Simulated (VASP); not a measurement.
These are LDA (Ceperley-Alder, Perdew-Zunger), VASP's LDA PAW potentials (set 64) (plane waves; VASP 6.6.1) values and carry that method's errors.

The input files of a VASP run:

### INCAR
```
ALGO  =  Normal
EDIFF  =  1E-8
EDIFFG  =  -0.001
ENCUT  =  400
IBRION  =  1
ISIF  =  2
ISMEAR  =  0
LASPH  =  .TRUE.
LCHARG  =  .FALSE.
LMAXMIX  =  4
LREAL  =  .FALSE.
LWAVE  =  .FALSE.
NELM  =  100
NSW  =  30
PREC  =  Accurate
SIGMA  =  0.05
SYSTEM  =  MoS2
```

**KPOINTS**
```
Automatic mesh
0
Gamma
7 7 2
0 0 0
```

**POSCAR**
```
MoS2
1
    1.5611878944    -2.7040564871     0.0000000000
    1.5611878944     2.7040564871     0.0000000000
    0.0000000000    -0.0000000000    12.0200328641
Mo S
2 4
Direct
  0.3333330000   0.6666670000   0.2500000000
  0.6666670000   0.3333330000   0.7500000000
  0.3333330000   0.6666670000   0.8792641691
  0.6666670000   0.3333330000   0.3792641691
  0.6666670000   0.3333330000   0.1207358309
  0.3333330000   0.6666670000   0.6207358309
```

POTCAR, in this order: Mo_sv S (LDA.64 set). Program: vasp_std.

The resulting files:

**OSZICAR**
```
       N       E                     dE             d eps       ncg     rms          rms(c)
DAV:   1     0.405845959982E+03    0.40585E+03   -0.26030E+04  1120   0.131E+03
DAV:   2    -0.282033562525E+02   -0.43405E+03   -0.42388E+03  1218   0.381E+02
DAV:   3    -0.513103385687E+02   -0.23107E+02   -0.22994E+02  1254   0.766E+01
DAV:   4    -0.517910156611E+02   -0.48068E+00   -0.47966E+00  1213   0.112E+01
DAV:   5    -0.518037538307E+02   -0.12738E-01   -0.12735E-01  1270   0.163E+00    0.378E+01
DAV:   6    -0.496394775453E+02    0.21643E+01   -0.19642E+01  1164   0.255E+01    0.128E+01
DAV:   7    -0.492633222147E+02    0.37616E+00   -0.83765E+00  1127   0.158E+01    0.905E+00
DAV:   8    -0.489550320198E+02    0.30829E+00   -0.13973E+00  1233   0.695E+00    0.271E+00
DAV:   9    -0.489642868637E+02   -0.92548E-02   -0.13744E-01  1305   0.170E+00    0.118E+00
DAV:  10    -0.489558486528E+02    0.84382E-02   -0.53661E-02  1217   0.137E+00    0.222E-01
DAV:  11    -0.489558336745E+02    0.14978E-04   -0.25790E-03  1201   0.276E-01    0.134E-01
DAV:  12    -0.489558145605E+02    0.19114E-04   -0.19508E-04  1167   0.693E-02    0.684E-02
DAV:  13    -0.489557935595E+02    0.21001E-04   -0.18805E-04  1237   0.761E-02    0.203E-02
DAV:  14    -0.489557927409E+02    0.81860E-06   -0.23400E-05  1231   0.307E-02    0.113E-02
DAV:  15    -0.489557923132E+02    0.42763E-06   -0.15464E-06  1199   0.791E-03    0.282E-03
DAV:  16    -0.489557922294E+02    0.83845E-07   -0.71807E-07  1218   0.464E-03    0.835E-04
DAV:  17    -0.489557922287E+02    0.69394E-09   -0.34861E-08   993   0.126E-03
   1 F= -.48955792E+02 E0= -.48955792E+02  d E =-.489558E+02
       N       E                     dE             d eps       ncg     rms          rms(c)
DAV:   1    -0.489558033481E+02   -0.11119E-04   -0.19014E-03  1055   0.169E-01    0.399E-02
DAV:   2    -0.489558101671E+02   -0.68189E-05   -0.86756E-05  1182   0.434E-02    0.262E-02
DAV:   3    -0.489558099889E+02    0.17821E-06   -0.11361E-06  1216   0.629E-03    0.153E-02
DAV:   4    -0.489558098878E+02    0.10106E-06   -0.85202E-07  1139   0.416E-03    0.256E-03
DAV:   5    -0.489558098802E+02    0.76334E-08   -0.19870E-07  1049   0.219E-03    0.132E-03
DAV:   6    -0.489558098760E+02    0.42101E-08   -0.10575E-08   741   0.647E-04
   2 F= -.48955810E+02 E0= -.48955810E+02  d E =-.176473E-04
```

**OUTCAR**
```
------------------------ aborting loop because EDIFF is reached ----------------------------------------
  FORCE on cell =-STRESS in cart. coord.  units (eV):
  Direction    XX          YY          ZZ          XY          YZ          ZX
  --------------------------------------------------------------------------------------
  Total       -0.0453681     -0.0453681     -0.0008487      0.0000000      0.0000000      0.0000000
  in kB       -0.7162336     -0.7162334     -0.0133979      0.0000000      0.0000000      0.0000000
  external PRESSURE =      -0.4819550 kB  Pullay stress =       0.0000000 kB
  volume of cell :      101.49
      direct lattice vectors                 reciprocal lattice vectors
     1.561187894 -2.704056487  0.000000000     0.320268945 -0.184907380  0.000000000
     1.561187894  2.704056487  0.000000000     0.320268945  0.184907380  0.000000000
     0.000000000  0.000000000 12.020032864     0.000000000  0.000000000  0.083194448
 POSITION                                       TOTAL-FORCE (eV/Angst)
 -----------------------------------------------------------------------------------
      1.56119      0.90135      3.00501        -0.000000      0.000000      0.000000
      1.56119     -0.90135      9.01502         0.000000      0.000000      0.000000
      1.56119      0.90135     10.56943        -0.000000      0.000000      0.000283
      1.56119     -0.90135      4.55941         0.000000     -0.000000      0.000283
      1.56119     -0.90135      1.45060        -0.000000     -0.000000     -0.000283
      1.56119      0.90135      7.46062        -0.000000      0.000000     -0.000283
 -----------------------------------------------------------------------------------
    total drift:                                0.000000      0.001554     -0.000028
  FREE ENERGIE OF THE ION-ELECTRON SYSTEM (eV)
  ---------------------------------------------------
  free  energy   TOTEN  =       -48.9558098760 eV

  energy  without entropy=      -48.9558098760  energy(sigma->0) =      -48.95580988

 reached required accuracy - stopping structural energy minimisation
```
(Selected blocks of OUTCAR.)

**CONTCAR**
```
MoS2
   1.00000000000000
     1.5611878943999999   -2.7040564870999999    0.0000000000000000
     1.5611878943999999    2.7040564870999999    0.0000000000000000
     0.0000000000000000    0.0000000000000000   12.0200328640999992
  Mo              S
     2     4
Direct
     0.3333330000000032    0.6666669999999968    0.2500000000000000
     0.6666669999999968    0.3333330000000032    0.7500000000000000
     0.3333330000000032    0.6666669999999968    0.8793178169059469
     0.6666669999999968    0.3333330000000032    0.3793178169059469
     0.6666669999999968    0.3333330000000032    0.1206821830940531
     0.3333330000000032    0.6666669999999968    0.6206821830940531
```

The compound is MoS2 in the 2H layered structure. This run relaxes the ions in a fixed cell. Symmetry was kept, so distortions that lower it aren't found. The start is the result of an earlier pass.
